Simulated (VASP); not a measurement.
These are HSE06 screened hybrid, VASP's PBE PAW potentials (set 64) (plane waves; VASP 6.6.1) values and carry that method's errors.

VASP ran on this input.

KPOINTS:
```
Automatic mesh
0
G
1 1 1
```

**POSCAR**
```
Mg33O32
1.0
  8.4869590160   0.0000000000   0.0000000000
  0.0000000000   8.4869590160   0.0000000000
  0.0000000000   0.0000000000   8.4869590160
Mg O
33 32
Cartesian
  4.2290877591   8.4608198688   8.4660505930
  6.3713574212   2.0948810807   8.4659968638
  6.3693143241   8.4621549583   2.0979137937
  8.4720060101   8.4703935812   8.4750135957
  2.1074371589   2.1066283059   8.4526496847
  4.2292756103   4.2299257419   8.4620100579
  6.3539037549   6.3532189048   0.0056625686
  2.1081393029   8.4507229082   2.1105560697
  4.3199431056   1.9172263539   1.9157811275
  6.3248240385   4.2277690520   2.1237360285
  4.2296232514   8.4634065081   4.2323551891
  6.3279214382   2.1184382989   4.2342280081
  6.3547227031   0.0029257289   6.3575625321
  8.4624436193   4.2306599725   8.4650270411
  2.0948620852   6.3688377737   8.4650165572
  8.4498682409   2.1064041636   2.1102621434
  1.9146606138   4.3167444242   1.9185608162
  4.2282261359   6.3244579832   2.1232418795
  8.4633560259   8.4606346876   4.2322196532
  1.9136873243   1.9178466844   4.3219504360
  4.8165850560   4.8158237308   4.8198015354
  6.5009516821   6.5031216346   4.1912225668
  2.0948751450   8.4622468771   6.3719399906
  4.2310809826   2.1186936800   6.3304253415
  6.5029813265   4.1866315896   6.5058163332
  8.4620281555   6.3688284686   2.0977416926
  8.4600201894   4.2299150424   4.2320779380
  2.1204050948   6.3242760652   4.2304998907
  8.4635181795   2.0946998579   6.3736438139
  2.1211746914   4.2279998269   6.3269622175
  4.1880378049   6.5030427636   6.5041804447
  0.0025286063   6.3531717088   6.3568939889
  3.5083182478   3.5063658279   3.5099307156
  6.3428908384   2.0978582924   2.1008436838
  8.4182106684   4.2323225602   2.0754647169
  8.4184229782   2.0715315580   4.2357854143
  2.1933089597   2.1886074882   2.1950320101
  4.2029820531   4.1986762734   1.8999922987
  6.3527930224   6.3536789413   2.1263464745
  8.4828527621   8.4806922124   2.1051767694
  4.2086093983   1.9015067652   4.2114841053
  6.5317740980   4.2655795119   4.2748288367
  0.0179634321   6.3790245196   4.2290856790
  6.3577278428   2.1221970101   6.3604307245
  0.0198606833   4.2265425753   6.3829545723
  8.4835111057   2.1026353776   8.4861733035
  2.0997697066   6.3406910483   2.1027640509
  4.2319970327   8.4204998398   2.0765527247
  1.8967405119   4.1981431591   4.2029224501
  4.2733089190   6.5348328031   4.2758373301
  6.3820562192   0.0190172374   4.2297722714
  2.0980067021   2.0983477574   6.3452057888
  4.2715722038   4.2655307331   6.5352235155
  6.3140349621   6.3114918092   6.3174715873
  8.4686616967   8.4665282806   6.3598460698
  4.2333074073   2.0716779962   8.4210705547
  6.3807135254   4.2264039077   0.0224559181
  8.4681919071   6.3562769836   8.4710228112
  2.0736329935   8.4204698867   4.2349465726
  2.1236684502   6.3529813463   6.3551195593
  4.2263683202   0.0191824853   6.3847781439
  2.0726928311   4.2326377115   8.4218746397
  4.2258460811   6.3796061538   0.0213238291
  6.3571976497   8.4666183035   8.4712592451
  2.1023771185   8.4808220586   8.4854311385
```

INCAR:
```
SYSTEM=Mg33O32
PREC=Normal; ENCUT=400; LREAL=Auto
LASPH=.TRUE.; ISYM=0; NELECT=259.0
EDIFF=1E-5; NELM=50; NELMIN=4
ALGO=Normal
ISMEAR=0; SIGMA=0.05
GGA=PE; LHFCALC=.TRUE.; AEXX=0.25
HFSCREEN=0.2; PRECFOCK=Fast
ISPIN=2; MAGMOM=65*0.0154; NUPDOWN=1
ISIF=0
LWAVE=.FALSE.; LCHARG=.FALSE.; LORBIT=10
```

POTCAR, in this order: Mg O (PBE.64 set). Program: vasp_gam. Read from the step before: WAVECAR.

Output

OSZICAR:
```
       N       E                     dE             d eps       ncg     rms          rms(c)
DAV:   1    -0.439305489468E+03   -0.43931E+03   -0.80117E+00   652   0.792E+00    0.166E+00
DAV:   2    -0.439370117435E+03   -0.64628E-01   -0.17731E-01   728   0.983E-01    0.105E+00
DAV:   3    -0.439352323178E+03    0.17794E-01   -0.14537E-02   725   0.290E-01    0.666E-01
DAV:   4    -0.439347829651E+03    0.44935E-02   -0.45571E-03   736   0.155E-01    0.430E-01
DAV:   5    -0.439346236329E+03    0.15933E-02   -0.55259E-04   741   0.810E-02    0.253E-01
DAV:   6    -0.439345670149E+03    0.56618E-03   -0.25254E-04   752   0.590E-02    0.142E-01
DAV:   7    -0.439345482890E+03    0.18726E-03   -0.72176E-05   733   0.330E-02    0.821E-02
DAV:   8    -0.439345417250E+03    0.65640E-04   -0.24723E-05   437   0.192E-02    0.489E-02
DAV:   9    -0.439345394979E+03    0.22271E-04   -0.11962E-05   389   0.129E-02    0.292E-02
DAV:  10    -0.439345387349E+03    0.76305E-05   -0.31547E-06   384   0.651E-03
   1 F= -.43934539E+03 E0= -.43934539E+03  d E =-.183185E-14  mag=     1.0000
```

File OUTCAR:
```
------------------------ aborting loop because EDIFF is reached ----------------------------------------
  volume of cell :      611.30
      direct lattice vectors                 reciprocal lattice vectors
     8.486959016  0.000000000  0.000000000     0.117827834  0.000000000  0.000000000
     0.000000000  8.486959016  0.000000000     0.000000000  0.117827834  0.000000000
     0.000000000  0.000000000  8.486959016     0.000000000  0.000000000  0.117827834
  FREE ENERGIE OF THE ION-ELECTRON SYSTEM (eV)
  ---------------------------------------------------
  free  energy   TOTEN  =      -439.3453873488 eV

  energy  without entropy=     -439.3453873488  energy(sigma->0) =     -439.34538735

  exchange ACFDT corr.  =         0.00000000  see jH, gK, PRB 81, 115126

 total charge

# of ion       s       p       d       tot
------------------------------------------
    1        0.158   0.182   0.079   0.420
    2        0.157   0.173   0.074   0.404
    3        0.157   0.173   0.074   0.404
    4        0.155   0.173   0.074   0.403
    5        0.156   0.166   0.070   0.392
    6        0.167   0.196   0.091   0.453
    7        0.155   0.168   0.071   0.395
    8        0.156   0.166   0.070   0.392
    9        0.172   0.192   0.084   0.448
   10        0.150   0.167   0.071   0.388
   11        0.167   0.196   0.090   0.453
   12        0.151   0.167   0.072   0.389
   13        0.155   0.168   0.071   0.394
   14        0.158   0.182   0.079   0.420
   15        0.157   0.173   0.074   0.404
   16        0.156   0.166   0.070   0.392
   17        0.172   0.192   0.083   0.447
   18        0.150   0.166   0.071   0.388
   19        0.158   0.182   0.079   0.420
   20        0.172   0.192   0.084   0.448
   21        0.268   0.281   0.109   0.657
   22        0.167   0.188   0.082   0.437
   23        0.157   0.173   0.074   0.404
   24        0.151   0.167   0.072   0.389
   25        0.167   0.189   0.082   0.438
   26        0.157   0.173   0.074   0.404
   27        0.167   0.196   0.091   0.453
   28        0.150   0.166   0.071   0.388
   29        0.157   0.173   0.074   0.404
   30        0.150   0.167   0.071   0.388
   31        0.167   0.188   0.082   0.437
   32        0.155   0.168   0.071   0.395
   33        0.260   0.286   0.115   0.661
   34        1.585   3.584   0.000   5.170
   35        1.585   3.595   0.000   5.179
   36        1.585   3.595   0.000   5.180
   37        1.588   3.538   0.000   5.126
   38        1.595   3.598   0.000   5.192
   39        1.585   3.583   0.000   5.168
   40        1.586   3.578   0.000   5.164
   41        1.595   3.597   0.000   5.192
   42        1.593   3.602   0.000   5.195
   43        1.584   3.596   0.000   5.180
   44        1.585   3.584   0.000   5.169
   45        1.584   3.596   0.000   5.180
   46        1.586   3.578   0.000   5.164
   47        1.585   3.584   0.000   5.169
   48        1.585   3.594   0.000   5.179
   49        1.595   3.598   0.000   5.192
   50        1.593   3.601   0.000   5.194
   51        1.584   3.596   0.000   5.180
   52        1.585   3.584   0.000   5.170
   53        1.593   3.602   0.000   5.195
   54        1.587   3.550   0.000   5.137
   55        1.586   3.578   0.000   5.164
   56        1.585   3.595   0.000   5.180
   57        1.584   3.596   0.000   5.180
   58        1.586   3.578   0.000   5.164
   59        1.585   3.594   0.000   5.179
   60        1.585   3.583   0.000   5.168
   61        1.584   3.596   0.000   5.180
   62        1.585   3.594   0.000   5.179
   63        1.584   3.596   0.000   5.180
   64        1.586   3.578   0.000   5.164
   65        1.586   3.578   0.000   5.164
--------------------------------------------------
tot         56.235 120.852   2.598 179.685

 magnetization (x)

# of ion       s       p       d       tot
------------------------------------------
    1        0.002  -0.000   0.000   0.002
    2        0.004   0.000   0.000   0.004
    3        0.004   0.000   0.000   0.004
    4        0.005   0.000  -0.000   0.005
    5        0.005   0.000   0.000   0.005
    6        0.000  -0.000   0.002   0.002
    7        0.004   0.000   0.000   0.004
    8        0.005   0.000   0.000   0.005
    9        0.001  -0.000   0.000   0.001
   10       -0.001  -0.000   0.000  -0.000
   11        0.000  -0.000   0.002   0.002
   12       -0.000  -0.000   0.000  -0.000
   13        0.004   0.000   0.000   0.004
   14        0.002  -0.000   0.000   0.002
   15        0.004   0.000   0.000   0.004
   16        0.005   0.000   0.000   0.005
   17        0.001  -0.000   0.000   0.001
   18       -0.001  -0.000   0.000  -0.000
   19        0.002  -0.000   0.000   0.002
   20        0.001  -0.000   0.000   0.001
...
```
(Selected blocks of OUTCAR.)

The cell is charged, with a uniform compensating background. The supercell is sampled at Γ alone, which is coarse: total energies, pressure and levels can be off, energies of defects by several tenths of an eV.

The cell is a supercell with a defect, built from MgO (rock salt): Mg_i, charge -1. The cell's shape comes from a PBE relaxation.
